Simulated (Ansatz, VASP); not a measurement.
**Br (Br2): VASP beside Ansatz**

Aim: how closely do two programs agree when they are given the same cell, functional and k mesh? The structure shown is the end of the VASP relaxation below.

Main program and level: Ansatz 0.2.0; plane waves, with VASP 6.6.1 beside it; single point at r2SCAN with rVV10.

**1. The starting structure**

The cell holds 2 atoms: 2 Br. Cell: a = 14.000 Å, b = 12.500 Å, c = 14.000 Å, α = 90.0°, β = 90.0°, γ = 90.0°. Vacuum lies along a, b and c.

**2. VASP: relaxation, r2SCAN with rVV10**

This run makes the geometry at which the two programs are then compared.

Lines of VASP's logs that name or quote its potential files are left out, and so is its time.

Contents of INCAR:

```
SYSTEM = Br
PREC = Normal
ENCUT = 300
EDIFF = 1E-05
NELM = 120
ISMEAR = 0
SIGMA = 0.01
LREAL = Auto
ALGO = Normal
METAGGA = R2SCAN
LUSE_VDW = .TRUE.
IVDW_NL = 2
BPARAM = 11.95
CPARAM = 0.0093
LASPH = .TRUE.
NBANDS = 13
LORBIT = 11
LWAVE = .FALSE.
LCHARG = .FALSE.
NCORE = 4
IBRION = 2
NSW = 40
ISIF = 2
EDIFFG = -0.03
POTIM = 0.4
MAXMIX = 40
ISYM = 0
```

Contents of POSCAR:

```
Br
1.0
   14.0000000000      0.0000000000      0.0000000000
    0.0000000000     12.5000000000      0.0000000000
    0.0000000000      0.0000000000     14.0000000000
Br
2
Direct
    0.5729373900      0.4922193700      0.4566285800
    0.4270626100      0.5077806300      0.5433714200
```

Contents of KPOINTS:

```
Automatic mesh
0
Gamma
1 1 1
0 0 0
```

PAW data sets: Br (PBE family, release 64).

Launch:

```sh
mpirun -np 4 vasp_gam
```

Numbers of over 12 decimals in the logs are rounded to 6 here.

Output:

```text
[banner, memory and clock lines left out]
running    4 mpi-ranks, on    1 nodes
 distrk:  each k-point on    4 cores,    1 groups
 distr:  one band on    4 cores,    1 groups

 POSCAR found type information on POSCAR Br
 POSCAR found :  1 types and       2 ions
|                                                                             |
|               ----> ADVICE to this user running VASP <----                  |
|                                                                             |
|     You have switched on vdW-DFT.                                           |
|     This routine was written and supplied by Jiri Klimes. We recommend      |
|     that you carefully read and cite the following publications:            |
|       J. Klimes, D.R. Bowler, A. Michelides                                 |
|          J. Phys.: Cond Matt. 22 022201 (2010)                              |
|       J. Klimes, D.R. Bowler, A. Michelides                                 |
|          Phys. Rev. B. 83, 195131 (2011)                                    |
|     and references therein.                                                 |
|                                                                             |

|                                                                             |
|               ----> ADVICE to this user running VASP <----                  |
|                                                                             |
|     You have a (more or less) 'small supercell' and for smaller cells       |
|     it is recommended to use the reciprocal-space projection scheme!        |
|     The real-space optimization is not efficient for small cells and it     |
|     is also less accurate ...                                               |
|     Therefore, set LREAL=.FALSE. in the INCAR file.                         |
|                                                                             |

|                                                                             |
|               ----> ADVICE to this user running VASP <----                  |
|                                                                             |
|     You enforced a specific xc type in the INCAR file but a different       |
|     [... a line on the potential file left out ...]
|     I HOPE YOU KNOW WHAT YOU ARE DOING!                                     |
|                                                                             |

 LDA part: xc-table for (None), standard interpolation
 POSCAR, INCAR and KPOINTS ok, starting setup
 FFT: planning ... GRIDC
 FFT: planning ... GRID_SOFT
 FFT: planning ... GRID
 WAVECAR not read
 entering main loop
       N       E                     dE             d eps       ncg     rms          rms(c)
Total rVV10 correction in eV:      0.6348267    15.7883548
DAV:   1     0.463045069503E+02    0.46305E+02   -0.27472E+03    42   0.364E+02
DAV:   2    -0.228394804383E+02   -0.69144E+02   -0.68827E+02    42   0.874E+01
DAV:   3    -0.284974750851E+02   -0.56580E+01   -0.56487E+01    36   0.338E+01
DAV:   4    -0.286141467461E+02   -0.11667E+00   -0.11664E+00    26   0.545E+00
DAV:   5    -0.286164724593E+02   -0.23257E-02   -0.23255E-02    36   0.742E-01    0.528E+00
Total rVV10 correction in eV:      0.6354283    15.7926558
DAV:   6    -0.255086630915E+02    0.31078E+01   -0.42168E-01    26   0.440E+00    0.370E+00
Total rVV10 correction in eV:      0.6369595    15.7987055
DAV:   7    -0.254363265693E+02    0.72337E-01   -0.29479E-01    36   0.333E+00    0.494E-01
Total rVV10 correction in eV:      0.6367292    15.7980350
DAV:   8    -0.254371727144E+02   -0.84615E-03   -0.21957E-02    26   0.923E-01    0.297E-01
Total rVV10 correction in eV:      0.6367013    15.7979573
DAV:   9    -0.254392187532E+02   -0.20460E-02   -0.11327E-03    34   0.225E-01    0.161E-01
Total rVV10 correction in eV:      0.6367648    15.7981473
DAV:  10    -0.254439756507E+02   -0.47569E-02   -0.26700E-03    34   0.340E-01    0.384E-02
Total rVV10 correction in eV:      0.6367470    15.7974769
DAV:  11    -0.254454554099E+02   -0.14798E-02   -0.44456E-04    34   0.138E-01    0.529E-02
Total rVV10 correction in eV:      0.6366394    15.7941779
DAV:  12    -0.254486898654E+02   -0.32345E-02   -0.12645E-03    26   0.253E-01    0.567E-02
Total rVV10 correction in eV:      0.6366072    15.7927542
DAV:  13    -0.254492719665E+02   -0.58210E-03   -0.12112E-04    36   0.916E-02    0.907E-03
Total rVV10 correction in eV:      0.6365768    15.7907838
DAV:  14    -0.254498227269E+02   -0.55076E-03   -0.12966E-04    26   0.837E-02    0.238E-02
Total rVV10 correction in eV:      0.6365622    15.7900245
DAV:  15    -0.254500527386E+02   -0.23001E-03   -0.27754E-05    26   0.416E-02    0.109E-02
Total rVV10 correction in eV:      0.6365563    15.7893217
DAV:  16    -0.254502054157E+02   -0.15268E-03   -0.12891E-05    26   0.346E-02    0.294E-03
Total rVV10 correction in eV:      0.6365544    15.7888778
DAV:  17    -0.254502894125E+02   -0.83997E-04   -0.86554E-06    26   0.266E-02    0.288E-03
Total rVV10 correction in eV:      0.6365516    15.7886642
DAV:  18    -0.254503117704E+02   -0.22358E-04   -0.20661E-06    26   0.151E-02    0.891E-04
Total rVV10 correction in eV:      0.6365489    15.7885042
DAV:  19    -0.254503312845E+02   -0.19514E-04   -0.18529E-06    28   0.144E-02    0.818E-03
Total rVV10 correction in eV:      0.6365652    15.7888143
DAV:  20    -0.254502696974E+02    0.61587E-04   -0.63773E-01    26   0.123E-01    0.241E-03
Total rVV10 correction in eV:      0.6365516    15.7885178
DAV:  21    -0.254503230479E+02   -0.53351E-04   -0.64151E-07    23   0.935E-03    0.530E-04
Total rVV10 correction in eV:      0.6365481    15.7884118
DAV:  22    -0.254503340345E+02   -0.10987E-04   -0.40702E-07    18   0.757E-03    0.244E-04
Total rVV10 correction in eV:      0.6365475    15.7883943
DAV:  23    -0.254503350798E+02   -0.10453E-05   -0.13662E-07    23   0.421E-03
Total rVV10 correction in eV:      0.6365460    15.7883479
Total rVV10 correction in eV:      0.6365470    15.7883719
   1 F= -.25450335E+02 E0= -.25450335E+02  d E =-.254503E+02
 curvature:   0.00 expect dE= 0.000E+00 dE for cont linesearch  0.000E+00
 trial: gam= 0.00000 g(F)=  0.114E+00 g(S)=  0.000E+00 ort = 0.000E+00 (trialstep = 0.100E+01)
 search vector abs. value=  0.114E+00
 bond charge predicted
       N       E                     dE             d eps       ncg     rms          rms(c)
Total rVV10 correction in eV:      0.6356253    15.7884198
DAV:   1    -0.254394900461E+02    0.10844E-01   -0.74511E+00    26   0.133E+01    0.271E+00
Total rVV10 correction in eV:      0.6358221    15.7938635
DAV:   2    -0.255112568891E+02   -0.71767E-01   -0.20525E-01    26   0.284E+00    0.163E+00
Total rVV10 correction in eV:      0.6357548    15.7946252
DAV:   3    -0.255117746627E+02   -0.51777E-03   -0.85552E-03    26   0.646E-01    0.226E-01
Total rVV10 correction in eV:      0.6357840    15.7897733
DAV:   4    -0.255132192422E+02   -0.14446E-02   -0.42957E-03    26   0.464E-01    0.135E-01
Total rVV10 correction in eV:      0.6358257    15.7905808
DAV:   5    -0.255133121421E+02   -0.92900E-04   -0.35839E-04    34   0.165E-01    0.390E-02
Total rVV10 correction in eV:      0.6358004    15.7895803
DAV:   6    -0.255135753032E+02   -0.26316E-03   -0.12497E-04    36   0.121E-01    0.309E-02
Total rVV10 correction in eV:      0.6357981    15.7891571
DAV:   7    -0.255138246894E+02   -0.24939E-03   -0.87414E-05    26   0.954E-02    0.199E-02
Total rVV10 correction in eV:      0.6357937    15.7888889
DAV:   8    -0.255138960686E+02   -0.71379E-04   -0.10551E-05    34   0.329E-02    0.142E-02
Total rVV10 correction in eV:      0.6357914    15.7888095
DAV:   9    -0.255139240669E+02   -0.27998E-04   -0.56524E-06    26   0.288E-02    0.332E-03
Total rVV10 correction in eV:      0.6357909    15.7887907
DAV:  10    -0.255139451936E+02   -0.21127E-04   -0.20959E-06    26   0.163E-02    0.424E-03
Total rVV10 correction in eV:      0.6357908    15.7887784
DAV:  11    -0.255139446108E+02    0.58282E-06   -0.84896E-07    18   0.108E-02
Total rVV10 correction in eV:      0.6357735    15.7883518
Total rVV10 correction in eV:      0.6357904    15.7887654
   2 F= -.25513945E+02 E0= -.25513945E+02  d E =-.636095E-01
 trial-energy change:   -0.063610  1 .order   -0.059493   -0.113852   -0.005134
 step:   1.0382(harm=  1.0472)  dis= 0.04158  next Energy=   -25.514043 (dE=-0.637E-01)
 bond charge predicted
       N       E                     dE             d eps       ncg     rms          rms(c)
Total rVV10 correction in eV:      0.6357553    15.7887656
DAV:   1    -0.255139265769E+02    0.18617E-04   -0.10878E-02    26   0.512E-01    0.101E-01
Total rVV10 correction in eV:      0.6357640    15.7888250
DAV:   2    -0.255140295443E+02   -0.10297E-03   -0.31823E-04    26   0.115E-01    0.807E-03
Total rVV10 correction in eV:      0.6357637    15.7888054
DAV:   3    -0.255140477532E+02   -0.18209E-04   -0.83954E-06    26   0.305E-02    0.473E-03
Total rVV10 correction in eV:      0.6357631    15.7887778
DAV:   4    -0.255140568530E+02   -0.90998E-05   -0.12357E-06    18   0.134E-02
Total rVV10 correction in eV:      0.6357454    15.7883523
Total rVV10 correction in eV:      0.6357627    15.7887781
   3 F= -.25514057E+02 E0= -.25514057E+02  d E =-.637218E-01
 curvature:  -0.50 expect dE=-0.877E-05 dE for cont linesearch -0.259E-07
 trial: gam=-0.00052 g(F)=  0.174E-04 g(S)=  0.000E+00 ort = 0.765E-04 (trialstep = 0.101E+01)
 search vector abs. value=  0.173E-04
 reached required accuracy - stopping structural energy minimisation
```

Parts of OUTCAR (step 2):

```text
ion  position               nearest neighbor table
   1  0.573  0.492  0.457-   2 2.38
   2  0.427  0.508  0.543-   1 2.38

 Found      1 irreducible k-points:

   k-points           NKPTS =      1   k-points in BZ     NKDIM =      1   number of bands    NBANDS=     13

   dimension x,y,z NGX =    60 NGY =   54 NGZ =   60
   dimension x,y,z NGXF=   120 NGYF=  108 NGZF=  120

   ENCUT  =  300.0 eV  22.05 Ry    4.70 a.u.  19.77 17.65 19.77*2*pi/ulx,y,z

   NELECT =      14.0000    total number of electrons

 k-points in reciprocal lattice and weights: Automatic mesh
   0.00000000  0.00000000  0.00000000       1.000

 average (electrostatic) potential at core
       1 -76.3831       2 -76.3831

 E-fermi :  -6.8135

 k-point     1 :       0.0000    0.0000    0.0000
  band No.  band energies     occupation
    ...
      3     -11.0819      2.00000
      4      -9.0587      2.00000
      5      -9.0583      2.00000
      6      -6.9144      2.00000
      7      -6.9138      2.00000
      8      -4.2818      0.00000
      9       0.0393      0.00000
     10       0.7300      0.00000
     11       0.8680      0.00000
     12       0.9048      0.00000
    ...

  Total       -0.0086914      0.0062748      0.0047853      0.0015315      0.0000185     -0.0025855
  in kB       -0.0056837      0.0041034      0.0031294      0.0010015      0.0000121     -0.0016908
  external PRESSURE =       0.0005163 kB  Pullay stress =       0.0000000 kB

  energy-cutoff  :      300.00
  volume of cell :     2450.00
      direct lattice vectors                 reciprocal lattice vectors
    14.000000000  0.000000000  0.000000000     0.071428571  0.000000000  0.000000000
     0.000000000 12.500000000  0.000000000     0.000000000  0.080000000  0.000000000
     0.000000000  0.000000000 14.000000000     0.000000000  0.000000000  0.071428571

 POSITION                                       TOTAL-FORCE (eV/Angst)
 -----------------------------------------------------------------------------------
      7.97954      6.15651      6.41780        -0.005665     -0.012561     -0.005940
      6.02046      6.34349      7.58220         0.005665      0.012561      0.005940
 -----------------------------------------------------------------------------------
    total drift:                                0.000070      0.000096      0.000031

  FREE ENERGIE OF THE ION-ELECTRON SYSTEM (eV)
  ---------------------------------------------------
  free  energy   TOTEN  =       -25.5140568530 eV

  energy  without entropy=      -25.5140568530  energy(sigma->0) =      -25.51405685

 reached required accuracy - stopping structural energy minimisation

 total charge
# of ion       s       p       d       tot
------------------------------------------
    1        1.622   3.142   0.034   4.798
    2        1.622   3.142   0.034   4.798
--------------------------------------------------
tot          3.244   6.283   0.068   9.595
```

CONTCAR:

```
Br
   1.00000000000000
    14.0000000000000000    0.0000000000000000    0.0000000000000000
     0.0000000000000000   12.5000000000000000    0.0000000000000000
     0.0000000000000000    0.0000000000000000   14.0000000000000000
  Br
     2
Direct
     0.5699673548028310    0.4925210242924480    0.4584142221565485
     0.4300326451971690    0.5074789757075520    0.5415857778434515
```

**3. Ansatz: single point, r2SCAN with rVV10**

Ansatz runs on its default PAW (the set named soft_2) files.

The same cell, functional, mesh and smearing now go to Ansatz, which takes its cutoff from its data sets.

Contents of input.yaml:

```yaml
crystal:
  lattice:
    - [14.0, 0.0, 0.0]
    - [0.0, 12.5, 0.0]
    - [0.0, 0.0, 14.0]
  atoms:
    - { symbol: Br, position: [0.56996735, 0.49252102, 0.45841422] }
    - { symbol: Br, position: [0.43003265, 0.50747898, 0.54158578] }
hamiltonian:
  xc: r2scan
  pseudopotentials: { kind: paw }
  dispersion: rvv10
kpoints:
  mp_grid: { grid: [1, 1, 1] }
scf:
  occupations: { method: gaussian, width: 0.01 }
  n_extra_bands: 4
output:
  forces: true
  eigenvalues: true
```

Launch:

```sh
ansatz run input.yaml --threads 4 --pin off --max-ram 9216MiB --backend cpu --events-out ev --progress --plain --runs-dir out
```

Output:

```text
scf.n_extra_bands = 4 over 7 filled bands (N_el = 14.0): the run solves 11 bands
Engine: ansatz 0.2.0, aarch64-unknown-linux-gnu
Pseudopotentials: kind: paw
Pseudopotential: Br, paw, valence charge 7, recommended cutoff 500 eV (meta_gga), Br.paw.azcp
Functional definition: r2SCAN+rVV10
  parameter k0 = 0.174
  parameter k1 = 0.065
  parameter a1 = 4.9479
  exchange = r2scan_x(k0 = k0, k1 = k1, a1 = a1)
  correlation = r2scan_c + rvv10(11.95, 0.0093)
Crystal: 2 atoms, lattice volume = 2450.000 Å³
Basis set: ecut = 500 eV, 62233 PW (Γ), exchange–correlation on 480×432×480 points (64 copies of the dense FFT grid, shifted against one another)
Bands: 11, of which v1, the nominal top of the filled ones, is band 7 counted from 1 (6 counted from 0)
Symmetry: 2 space group operations
Space group: P-1 (ITA 2), of the structure as read, at distance tolerance 1.3e-4 Å
k-points: 1
Non-local potential: Br, projectors of the file, l = 0: 2, l = 1: 2, l = 2: 2
PAW form: soft (Blöchl's): semilocal exchange-correlation on the pseudo side does not see the compensation charge
rVV10 density: all electrons in the spheres
PAW frozen core: Br, regenerated for the run's functional (the file was generated under x = pbe(κ = 0.804, μ = 0.219515), c = pbe(β = 0.066725))
PAW one-centre angular grid: Br, 302 points (default); XC on 160 Gauss nodes
Initial density: superposition of atomic densities (neutral atoms: chi_scale 0, normalization atom), corrected by the library's trained network
Initial wavefunctions: pseudopotential atomic-orbital guess
Functional: x = r2scan, c = r2scan + rvv10(b = 11.95, C = 0.0093); τ floored in thin density (d = 2e-4 eV/Å³)
SCF iter   1: F=—  HF=-5582.332542 eV  |F-HF|=—  |Δ(HF+E_count)|=         —  Δρ=3.77e-4  dr2=2.75e-3  dr2_τ=2.10e-2  ethr=1.77e-3  ⟨swp⟩=9.0  Hψ=96  notcnv=0
preconditioner: auto → Resta (q_TF=auto, 1.154 Å⁻¹)  ε∞=1.1  [insulator: Δε(μ)=2.650 eV  Ē_g=7.970 eV  σ=0.010 eV  W_gap=1.00  n_scr=72 (ndim 8)  ℏωp=2.4 eV  f_vac=0.925  D(μ)=0.00/eV (n_scr^D=0)  ε∞_Penn≈1.1  vacuum switching on, ρ_ref=4.6e-3 e/Å³]
SCF iter   2: F=—  HF=-5582.339927 eV  |F-HF|=—  |Δ(HF+E_count)|=   7.38e-3  Δρ=1.91e-4  dr2=6.04e-4  dr2_τ=3.26e-5  ethr=1.96e-5  ⟨swp⟩=6.0  Hψ=41  notcnv=0
SCF iter   3: F=—  HF=-5582.341361 eV  |F-HF|=—  |Δ(HF+E_count)|=   1.43e-3  Δρ=2.59e-5  dr2=2.05e-5  dr2_τ=1.63e-6  ethr=4.32e-6  ⟨swp⟩=7.0  Hψ=33  notcnv=0
SCF iter   4: F=—  HF=-5582.341484 eV  |F-HF|=—  |Δ(HF+E_count)|=   1.23e-4  Δρ=9.26e-6  dr2=1.72e-6  dr2_τ=6.41e-8  ethr=1.47e-7  ⟨swp⟩=5.0  Hψ=27  notcnv=0
SCF iter   5: F=—  HF=-5582.341487 eV  |F-HF|=—  |Δ(HF+E_count)|=   2.66e-6  Δρ=3.42e-6  dr2=5.47e-7  dr2_τ=1.86e-8  ethr=1.23e-8  ⟨swp⟩=2.0  Hψ=18  notcnv=0
SCF iter   6: F=-5582.341487 eV  HF=-5582.341487 eV  |F-HF|=1.54e-8  |Δ(HF+E_count)|=   6.18e-8  Δρ=5.65e-7  dr2=1.22e-8  dr2_τ=3.76e-10  ethr=7.14e-10  ⟨swp⟩=8.0  Hψ=73  notcnv=0
SCF 1 converged in 6 iterations: F = -5582.341487 eV  dr2 = 1.22e-8
  greatest PAW one-centre occupation: 0.918 electrons in one spin orbital (limit 2), on the Br atom at site 1 (counted from 0), in its partial waves of l = 0
SCF converged after 6 iterations
Free energy (F): -5582.341487 eV
Harris-Foulkes:  -5582.341487 eV  (|F-HF|=1.54e-8)
Internal energy: -5582.341487 eV  (E = F + TS)
E sigma→0 (E₀):  -5582.341487 eV
Fermi energy:    -5.543516 eV
--- Per-component energies (eV) ---
  E_band       = -170.078030
  E_kinetic    = 264.692233
  E_local      = -1591.908323  (includes V_loc(G=0)·N_el)
  E_nonlocal   = 139.550537
  E_hartree    = 626.102501
  E_xc         = -495.013840
  E_vxc        = -225.611847  (∫ρ·V_xc dr)
  E_paw        = -4540.912246  (= ΣΔE_a)
  E_vpaw       = -21.886670  (= ΣTr[D̂ρ^β])
  E_aug_tail   = -0.000000  (compensation charges beyond the density's cutoff)
  E_vtau       = 12.883637  (kinetic-family band-sum trace: ∫τ·v_τ [+ j·A + Jᵃ·Aᵃ] dr)
  E_ewald      = 15.464039
  E_core_change = -0.316387  (= ΣΔE_core)
  E_smearing   = -0.000000  (= −TS)
  E_closure    = 0.000000  (closes the sum)
  Σ components = -5582.341487   (vs F -5582.341487, Δ=0.00e0)
--- Forces (eV/Å), atoms counted from 1 ---
  atom   1  Br     0.00357655    -0.00041464    -0.00241215
  atom   2  Br    -0.00357655     0.00041464     0.00241215
  max |Σ_I F_I| component: 0.00e0 eV/Å
--- Band table (eV) ---
  k-point 0: bands = [... 3 lower, -9.0143, -9.0140, -6.8664, -6.8661, -4.2209, 0.0850, 0.7946, 0.9074]
```

The job ended after 42 s (4 threads of Arm Neoverse V2, shared host; peak memory 7.6 GiB).

Reading the cycles: dr2 is the Hartree energy of the density residual (eV), the measure of convergence; HF is the Harris–Foulkes estimate of the energy, which meets the free energy F at convergence.

**4. Differences**

Known differences besides the potentials themselves: VASP keeps PBE cores, Ansatz makes them for the functional; the cutoff is 500 eV in Ansatz and 300 eV in VASP (PREC = Normal, projectors in real space). Total energies have different zeros and are not compared.

Both answers:

```tsv
quantity	Ansatz	VASP	difference
gap on the k mesh (eV)	2.645	2.632	+0.013
```

At this near-relaxed geometry the largest component of a force difference is 12 meV/Å.

**5. Results**

```
difference in gap on the k mesh (single point, r2SCAN with rVV10) : 0.013 eV
r.m.s. force difference (single point, r2SCAN with rVV10)         : 9.0 meV/Å
```

In words: The r.m.s. force difference is 9.0 meV/Å (single point, r2SCAN with rVV10), within the 12 meV/Å picked in this series as the mark of a large difference. Such differences can come from data sets, numerical settings and the points named under the comparisons, not from the functional's error against experiment.

[Lines on the potential files, build, host, timing and source positions are cut from VASP's logs without a mark.]

[Logs are printed without paths, hosts, clocks, repeated set-up lines and the standing remarks that a program may print on its own settings, such as how far it seeks lower states.]

[Hosts, paths, dates, database ids (printed as entryN), source tags and the programs' standing remarks are cut or masked in the printed files.]
